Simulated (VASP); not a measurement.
An input for Ansatz (written as the equivalent of a VASP run, and not itself run):

Ansatz 0.2 input:
```yaml
crystal:
  lattice:
    - [3.8478404, 0.0000000, 0.0000000]
    - [0.0000000, 3.8478404, 0.0000000]
    - [0.0000000, 0.0000000, 3.8478404]
  atoms:
    - { symbol: Cs, position: [0.0000000, 0.0000000, 0.0000000] }
    - { symbol: Cl, position: [0.5000000, 0.5000000, 0.5000000] }
kpoints:
  mp_grid: { grid: [7, 7, 7] }
hamiltonian:
  xc: pbesol
  pseudopotentials: { kind: paw }
scf:
  occupations: { method: gaussian, width: 0.05 }
  max_iter: 100
relax:
  max_steps: 40
  f_tol: 0.02
  cell: { p_target: 5 }
output: { forces: true, stress: true, eigenvalues: true }
```

Q: Translate this input to VASP (INCAR, KPOINTS, POSCAR, choice of POTCAR).

A: This is not unique; one that fits is 
KPOINTS:
```
Automatic
0
Gamma
  7 7 7
0 0 0
```

File POSCAR:
```
CsCl
1.0
  3.8478403964   0.0000000000   0.0000000000
  0.0000000000   3.8478403964   0.0000000000
  0.0000000000   0.0000000000   3.8478403964
Cs Cl
1 1
Cartesian
  0.0000000000   0.0000000000   0.0000000000
  1.9239201982   1.9239201982   1.9239201982
```

**INCAR**
```
ALGO = Normal
EDIFF = 1E-6
EDIFFG = -0.02
ENCUT = 500
GGA = PS
IBRION = 2
ISIF = 3
ISMEAR = 0
LASPH = .TRUE.
LCHARG = .FALSE.
LMAXMIX = 4
LREAL = .FALSE.
LWAVE = .FALSE.
NELM = 100
NSW = 40
PREC = Accurate
PSTRESS = 50
SIGMA = 0.05
SYSTEM = CsCl
```

POTCAR, in this order: Cs_sv Cl (PBE.64 set). Program: vasp_std.

What does not carry over: each code has its own PAW files, so the cut-off isn't converted (ENCUT is set for VASP's; basis.ecutwfc is left out, and Ansatz then takes the one that its files recommend); Ansatz stops its SCF on the density residual and VASP on the energy change (EDIFF).

The compound is CsCl in the CsCl type structure. It was relaxed first under an external pressure of 5 GPa.
